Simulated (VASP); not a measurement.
Method: r2SCAN meta-GGA, VASP's PBE PAW potentials (set 64) (plane waves; VASP 6.6.1).

Gaps are without spin-orbit coupling.

```
Quantity                                              Result
---------------------------------------------  -------------
volume per atom                                10.33 Å³/atom
band gap (over mesh and band path)                   2.66 eV
smallest direct gap (over mesh and band path)        4.49 eV
```

Task: Which relaxed crystal gives these values?
A. SiO2, Pbcn (60)
B. SiC, P6_3mc (186)
C. BN, P6_3mc (186)
D. SiO2, P4_2/mnm (136)

Result: B, SiC, P6_3mc (186)
